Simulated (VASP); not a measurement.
Output of a VASP run:

OUTCAR:
```
 ion  position               nearest neighbor table
   1  0.000  0.000  0.000-   2 2.51   3 2.51   4 2.51   2 2.51   3 2.51   2 2.51   4 2.51   2 2.51
                             3 2.51   4 2.51   3 2.51   4 2.51
   2  0.000  0.500  0.500-   1 2.51   3 2.51   4 2.51   1 2.51   4 2.51   1 2.51   3 2.51   1 2.51
                             3 2.51   4 2.51   4 2.51   3 2.51
   3  0.500  0.000  0.500-   1 2.51   2 2.51   4 2.51   1 2.51   4 2.51   2 2.51   4 2.51   4 2.51
                             1 2.51   2 2.51   1 2.51   2 2.51
   4  0.500  0.500  0.000-   1 2.51   2 2.51   3 2.51   2 2.51   3 2.51   1 2.51   3 2.51   3 2.51
                             1 2.51   2 2.51   2 2.51   1 2.51
  LATTYP: Found a simple cubic cell.
 ALAT       =     3.5442658352
 Subroutine PRICEL returns:
 Original cell was already a primitive cell.
 Subroutine GETGRP returns: Found 48 space group operations
The static configuration has the point symmetry O_h .
The dynamic configuration has the point symmetry O_h .
The overall configuration has the point symmetry O_h .
 Subroutine INISYM returns: Found 48 space group operations
 Subroutine IBZKPT returns following result:
 Found     35 irreducible k-points:

 Following reciprocal coordinates:
            Coordinates               Weight
  0.000000  0.000000  0.000000      1.000000
  0.111111  0.000000  0.000000      6.000000
  0.222222  0.000000  0.000000      6.000000
  0.333333  0.000000  0.000000      6.000000
  0.444444  0.000000  0.000000      6.000000
  0.111111  0.111111  0.000000     12.000000
  0.222222  0.111111  0.000000     24.000000
  0.333333  0.111111  0.000000     24.000000
  0.444444  0.111111  0.000000     24.000000
  0.222222  0.222222  0.000000     12.000000
  0.333333  0.222222  0.000000     24.000000
  0.444444  0.222222  0.000000     24.000000
  0.333333  0.333333  0.000000     12.000000
  0.444444  0.333333  0.000000     24.000000
  0.444444  0.444444  0.000000     12.000000
  0.111111  0.111111  0.111111      8.000000
  0.222222  0.111111  0.111111     24.000000
  0.333333  0.111111  0.111111     24.000000
  0.444444  0.111111  0.111111     24.000000
  0.222222  0.222222  0.111111     24.000000
  0.333333  0.222222  0.111111     48.000000
  0.444444  0.222222  0.111111     48.000000
  0.333333  0.333333  0.111111     24.000000
  0.444444  0.333333  0.111111     48.000000
  0.444444  0.444444  0.111111     24.000000
  0.222222  0.222222  0.222222      8.000000
  0.333333  0.222222  0.222222     24.000000
  0.444444  0.222222  0.222222     24.000000
  0.333333  0.333333  0.222222     24.000000
  0.444444  0.333333  0.222222     48.000000
  0.444444  0.444444  0.222222     24.000000
  0.333333  0.333333  0.333333      8.000000
  0.444444  0.333333  0.333333     24.000000
  0.444444  0.444444  0.333333     24.000000
  0.444444  0.444444  0.444444      8.000000
   k-points           NKPTS =     35   k-points in BZ     NKDIM =     35   number of bands    NBANDS=     20
   number of dos      NEDOS =    301   number of ions     NIONS =      4
   total plane-waves  NPLWV =  21952
   dimension x,y,z NGX =    28 NGY =   28 NGZ =   28
   dimension x,y,z NGXF=    56 NGYF=   56 NGZF=   56
   ions per type =               1   3
   PREC   = accura    normal or accurate (medium, high low for compatibility)
   ISTART =      0    job   : 0-new  1-cont  2-samecut
   ICHARG =      2    charge: 1-file 2-atom 10-const
   ISPIN  =      2    spin polarized calculation?
   LNONCOLLINEAR =      F non collinear calculations
   LSORBIT =      F    spin-orbit coupling
   INIWAV =      1    electr: 0-lowe 1-rand  2-diag
   ENCUT  =  520.0 eV  38.22 Ry    6.18 a.u.   6.59  6.59  6.59*2*pi/ulx,y,z
   NELM   =    100;   NELMIN=  2; NELMDL= -5     # of ELM steps
   EDIFF  = 0.1E-06   stopping-criterion for ELM
   LREAL  =      F    real-space projection
   NLSPLINE    = F    spline interpolate recip. space projectors
   LMAXMIX     =    4 max onsite mixed and CHGCAR
   VOSKOWN=      0    Vosko Wilk Nusair interpolation
   EDIFFG = 0.1E-05   stopping-criterion for IOM
   NSW    =      0    number of steps for IOM
...
```

File OSZICAR:
```
       N       E                     dE             d eps       ncg     rms          rms(c)
DAV:   1     0.199424571596E+03    0.19942E+03   -0.14712E+04  2816   0.210E+03
DAV:   2    -0.736457114767E+01   -0.20679E+03   -0.19959E+03  2808   0.371E+02
DAV:   3    -0.176577466893E+02   -0.10293E+02   -0.94952E+01  3056   0.110E+02
DAV:   4    -0.179174495666E+02   -0.25970E+00   -0.25725E+00  3216   0.160E+01
DAV:   5    -0.179251687353E+02   -0.77192E-02   -0.77112E-02  3432   0.257E+00    0.193E+01
DAV:   6    -0.188639967744E+02   -0.93883E+00   -0.72179E+01  3140   0.139E+02    0.202E+01
DAV:   7    -0.139001805695E+02    0.49638E+01   -0.20365E+01  3092   0.747E+01    0.235E+00
DAV:   8    -0.138818926963E+02    0.18288E-01   -0.46079E-01  3020   0.574E+00    0.144E+00
DAV:   9    -0.138570146673E+02    0.24878E-01   -0.48896E-02  3664   0.322E+00    0.464E-01
DAV:  10    -0.138571222221E+02   -0.10755E-03   -0.16630E-03  3296   0.477E-01    0.410E-01
DAV:  11    -0.138590079657E+02   -0.18857E-02   -0.14623E-03  3480   0.636E-01    0.527E-01
DAV:  12    -0.138566078357E+02    0.24001E-02   -0.14618E-03  3376   0.736E-01    0.453E-01
DAV:  13    -0.138546751062E+02    0.19327E-02   -0.27993E-02  3348   0.292E+00    0.389E-01
DAV:  14    -0.138548690393E+02   -0.19393E-03   -0.20940E-03  3140   0.817E-01    0.284E-01
DAV:  15    -0.138541065918E+02    0.76245E-03   -0.10373E-03  3448   0.585E-01    0.107E-01
DAV:  16    -0.138540356691E+02    0.70923E-04   -0.70169E-04  3432   0.433E-01    0.548E-02
DAV:  17    -0.138540637444E+02   -0.28075E-04   -0.73480E-05  3220   0.157E-01    0.300E-02
DAV:  18    -0.138540666846E+02   -0.29402E-05   -0.36696E-06  3524   0.282E-02    0.221E-02
DAV:  19    -0.138540641155E+02    0.25691E-05   -0.55555E-06  3356   0.453E-02    0.901E-03
DAV:  20    -0.138540643761E+02   -0.26063E-06   -0.49026E-07  2728   0.113E-02    0.564E-03
DAV:  21    -0.138540639081E+02    0.46802E-06   -0.10115E-06  3052   0.194E-02    0.966E-04
DAV:  22    -0.138540639328E+02   -0.24717E-07   -0.10233E-07  1464   0.462E-03
   1 F= -.13854064E+02 E0= -.13854093E+02  d E =0.874265E-04  mag=     0.0001
```

### OUTCAR
```
------------------------ aborting loop because EDIFF is reached ----------------------------------------
  FORCE on cell =-STRESS in cart. coord.  units (eV):
  Direction    XX          YY          ZZ          XY          YZ          ZX
  --------------------------------------------------------------------------------------
  Total       -0.0796613     -0.0796613     -0.0796613      0.0000000      0.0000000      0.0000000
  in kB       -2.8666801     -2.8666801     -2.8666801      0.0000000      0.0000000      0.0000000
  external PRESSURE =      -2.8666801 kB  Pullay stress =       0.0000000 kB
  volume of cell :       44.52
      direct lattice vectors                 reciprocal lattice vectors
     3.544265835  0.000000000  0.000000000     0.282145879  0.000000000  0.000000000
     0.000000000  3.544265835  0.000000000     0.000000000  0.282145879  0.000000000
     0.000000000  0.000000000  3.544265835     0.000000000  0.000000000  0.282145879
 POSITION                                       TOTAL-FORCE (eV/Angst)
 -----------------------------------------------------------------------------------
      0.00000      0.00000      0.00000         0.000000      0.000000      0.000000
      0.00000      1.77213      1.77213         0.000000      0.000000      0.000000
      1.77213      0.00000      1.77213         0.000000      0.000000      0.000000
      1.77213      1.77213      0.00000         0.000000      0.000000      0.000000
 -----------------------------------------------------------------------------------
    total drift:                                0.000000      0.000000      0.000000
  FREE ENERGIE OF THE ION-ELECTRON SYSTEM (eV)
  ---------------------------------------------------
  free  energy   TOTEN  =       -13.8540639328 eV

  energy  without entropy=      -13.8541513593  energy(sigma->0) =      -13.85409307

 total charge

# of ion       s       p       d       tot
------------------------------------------
    1        0.406   0.396   0.000   0.802
    2        0.501   0.525   8.408   9.435
    3        0.501   0.525   8.408   9.435
    4        0.501   0.525   8.408   9.435
--------------------------------------------------
tot          1.911   1.972  25.225  29.108

 magnetization (x)

# of ion       s       p       d       tot
------------------------------------------
    1        0.000  -0.000   0.000  -0.000
    2       -0.000  -0.000  -0.000  -0.000
    3       -0.000  -0.000  -0.000  -0.000
    4       -0.000  -0.000  -0.000  -0.000
--------------------------------------------------
tot         -0.000  -0.000  -0.000  -0.000
```
(Selected blocks of OUTCAR.)

File POSCAR:
```
Ni3Al
1
    3.5442658352     0.0000000000     0.0000000000
    0.0000000000     3.5442658352     0.0000000000
    0.0000000000     0.0000000000     3.5442658352
Al Ni
1 3
Direct
  0.0000000000   0.0000000000   0.0000000000
  0.0000000000   0.5000000000   0.5000000000
  0.5000000000   0.0000000000   0.5000000000
  0.5000000000   0.5000000000   0.0000000000
```

Task: Write an INCAR and KPOINTS that could have produced this output.

Result: This is not unique; one that fits is the input of the run itself, rev-vdW-DF2, plane waves, VASP's PBE PAW potentials (set 64).

INCAR:
```
ISMEAR = 1   # Methfessel-Paxton
NELM = 100   # most electronic steps
GGA = MK
PREC = Accurate
LREAL = .FALSE.
SYSTEM = Ni3Al
ZAB_VDW = -1.8867
MAGMOM = -0.0 3*0.2
LWAVE = .FALSE.
ENCUT = 520   # plane-wave cut-off (eV)
ISIF = 2   # forces and stress, cell fixed
SIGMA = 0.1
LORBIT = 10
PARAM1 = 0.1234568
LMAXMIX = 4   # l cut-off of mixed one-centre charges
PARAM2 = 0.7114
ALGO = Normal
AGGAC = 0.0
ISPIN = 2   # spin-polarised
LASPH = .TRUE.   # aspherical one-centre terms
LUSE_VDW = .TRUE.
EDIFF = 1E-7   # SCF stop (eV)
LCHARG = .FALSE.
```

KPOINTS:
```
Automatic mesh
0
Gamma
9 9 9
0 0 0
```

POTCAR, in this order: Al Ni (PBE.64 set). Program: vasp_std.

The compound is Ni3Al in the L1_2 structure. It was relaxed first.
